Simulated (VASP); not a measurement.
An input for Quantum ESPRESSO's pw.x (written as the equivalent of a VASP run, and not itself run):

```
&CONTROL
  calculation = 'scf'
  pseudo_dir = './pseudo'
  outdir = './out'
  tprnfor = .true.
  tstress = .true.
/
&SYSTEM
  ibrav = 0
  nat = 2
  ntyp = 2
  ecutwfc = 84
  occupations = 'smearing'
  smearing = 'methfessel-paxton'
  degauss = 0.00735
  input_dft = 'vdw-df-ob86'
/
&ELECTRONS
  conv_thr = 7.3e-09
  electron_maxstep = 100
/
ATOMIC_SPECIES
  Hf 178.490 Hf.upf
  N 14.007 N.upf
CELL_PARAMETERS angstrom
     0.0000000    2.2118915    2.2118915
     2.2118915    0.0000000    2.2118915
     2.2118915    2.2118915    0.0000000
ATOMIC_POSITIONS crystal
  Hf   0.0000000  0.0000000  0.0000000
  N    0.5000000  0.5000000  0.5000000
K_POINTS automatic
  14 14 14 0 0 0
```

**Question.** Translate this input to VASP (INCAR, KPOINTS, POSCAR, choice of POTCAR).

**Answer.** One answer among several that fit: 
File POSCAR:
```
HfN
1
    0.0000000000     2.2118914673     2.2118914673
    2.2118914673     0.0000000000     2.2118914673
    2.2118914673     2.2118914673     0.0000000000
Hf N
1 1
Direct
  0.0000000000   0.0000000000   0.0000000000
  0.5000000000   0.5000000000   0.5000000000
```

### KPOINTS
```
Automatic mesh
0
Gamma
14 14 14
0 0 0
```

INCAR:
```
# general
SYSTEM   = HfN
PREC     = Accurate
ENCUT    = 520   # plane-wave cut-off (eV)
LREAL    = .False.   # projection in real space or not
LASPH    = .True.

# electronic loop
EDIFF    = 1E-7   # SCF stop (eV)
NELM     = 100
ALGO     = Normal   # blocked Davidson
LMAXMIX  = 6   # l cut-off of mixed one-centre charges

# smearing
ISMEAR   = 1
SIGMA    = 0.1   # width (eV)

# functional
GGA      = MK
LUSE_VDW = .True.
AGGAC    = 0.0
PARAM1   = 0.1234
PARAM2   = 1.0

# ions
ISIF     = 2

# output
LWAVE    = .False.
LCHARG   = .False.
```

POTCAR, in this order: Hf_pv N (PBE.64 set). Program: vasp_std.

What does not carry over: the potentials are each code's own (VASP's PAW set, PseudoDojo norm-conserving files in pw.x), so ENCUT and ecutwfc are chosen apart and not converted; conv_thr bounds pw.x's estimated SCF error, while EDIFF bounds the energy change between steps.

The compound is HfN in the rock salt structure. This cell is one point of a volume scan, at 0.94 of the reference volume.
